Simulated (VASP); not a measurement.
Output of a VASP run:

OSZICAR:
```
       N       E                     dE             d eps       ncg     rms          rms(c)
DAV:   1     0.102151258775E+03    0.10215E+03   -0.91555E+03  2016   0.130E+03
DAV:   2    -0.309492913593E+02   -0.13310E+03   -0.12878E+03  2196   0.353E+02
DAV:   3    -0.340008687279E+02   -0.30516E+01   -0.29094E+01  2492   0.530E+01
DAV:   4    -0.340353228487E+02   -0.34454E-01   -0.34424E-01  2356   0.550E+00
DAV:   5    -0.340363079983E+02   -0.98515E-03   -0.98505E-03  2812   0.723E-01    0.291E+01
DAV:   6    -0.177631391279E+02    0.16273E+02   -0.37000E+01  2072   0.820E+01    0.106E+01
DAV:   7    -0.168478958940E+02    0.91524E+00   -0.31341E+00  2124   0.221E+01    0.480E+00
DAV:   8    -0.167924793686E+02    0.55417E-01   -0.85561E-02  2420   0.351E+00    0.323E+00
DAV:   9    -0.168121609086E+02   -0.19682E-01   -0.27353E-02  2580   0.191E+00    0.646E-01
DAV:  10    -0.167888006114E+02    0.23360E-01   -0.40637E-02  2152   0.282E+00    0.214E-01
DAV:  11    -0.167949475082E+02   -0.61469E-02   -0.68733E-03  2152   0.120E+00    0.191E-01
DAV:  12    -0.167878710652E+02    0.70764E-02   -0.29552E-03  2188   0.786E-01    0.592E-02
DAV:  13    -0.167877822985E+02    0.88767E-04   -0.39739E-05  2464   0.744E-02    0.518E-02
DAV:  14    -0.167878023925E+02   -0.20094E-04   -0.81658E-06  2200   0.388E-02    0.194E-02
DAV:  15    -0.167877692386E+02    0.33154E-04   -0.22541E-05  2152   0.611E-02    0.106E-02
DAV:  16    -0.167877679552E+02    0.12834E-05   -0.48352E-06  2124   0.289E-02    0.794E-03
DAV:  17    -0.167877669805E+02    0.97464E-06   -0.37303E-07  2248   0.965E-03    0.461E-03
DAV:  18    -0.167877665747E+02    0.40582E-06   -0.27369E-07  1836   0.625E-03    0.775E-04
DAV:  19    -0.167877665304E+02    0.44350E-07   -0.32090E-08  1044   0.232E-03
   1 F= -.16787767E+02 E0= -.16787549E+02  d E =-.653608E-03
```

OUTCAR:
```
------------------------ aborting loop because EDIFF is reached ----------------------------------------
  FORCE on cell =-STRESS in cart. coord.  units (eV):
  Direction    XX          YY          ZZ          XY          YZ          ZX
  --------------------------------------------------------------------------------------
  Total       -2.0239919     -2.0239919     -2.0239919     -0.0000000      0.0000000     -0.0000000
  in kB     -115.2732118   -115.2732118   -115.2732118     -0.0000000      0.0000000     -0.0000000
  external PRESSURE =    -115.2732118 kB  Pullay stress =       0.0000000 kB
  volume of cell :       28.13
      direct lattice vectors                 reciprocal lattice vectors
     3.041330732  0.000000000  0.000000000     0.328803438  0.000000000  0.000000000
     0.000000000  3.041330732  0.000000000     0.000000000  0.328803438  0.000000000
     0.000000000  0.000000000  3.041330732     0.000000000  0.000000000  0.328803438
 POSITION                                       TOTAL-FORCE (eV/Angst)
 -----------------------------------------------------------------------------------
      1.52067      1.52067      1.52067         0.000000      0.000000      0.000000
      0.00000      0.00000      0.00000         0.000000      0.000000      0.000000
 -----------------------------------------------------------------------------------
    total drift:                               -0.000000      0.000000      0.000000
  FREE ENERGIE OF THE ION-ELECTRON SYSTEM (eV)
  ---------------------------------------------------
  free  energy   TOTEN  =       -16.7877665304 eV

  energy  without entropy=      -16.7871129223  energy(sigma->0) =      -16.78754866
```
(Selected blocks of OUTCAR.)

**POSCAR**
```
RuAl
1
    3.0413307319     0.0000000000     0.0000000000
    0.0000000000     3.0413307319     0.0000000000
    0.0000000000     0.0000000000     3.0413307319
Al Ru
1 1
Direct
  0.5000000000   0.5000000000   0.5000000000
  0.0000000000   0.0000000000   0.0000000000
```

Write an INCAR and KPOINTS that could have produced this output.

One answer among several that fit: the input of the run itself, MS2 meta-GGA, plane waves, VASP's PBE PAW potentials (set 64).

File KPOINTS:
```
Automatic
0
Gamma
12 12 12
0 0 0
```

**INCAR**
```
ALGO=Normal
EDIFF=1E-7
ENCUT=520
ISIF=2
ISMEAR=1
LASPH=.TRUE.
LCHARG=.FALSE.
LMAXMIX=4
LMIXTAU=.TRUE.
LREAL=.FALSE.
LWAVE=.FALSE.
METAGGA=MS2
NELM=100
PREC=Accurate
SIGMA=0.1
SYSTEM=RuAl
```

POTCAR, in this order: Al Ru_pv (PBE.64 set). Program: vasp_std.

The compound is RuAl in the CsCl type structure. This cell is one point of a volume scan, at 1.06 of the reference volume. The electron count is odd and the run is not spin-polarised, which forces a metal.
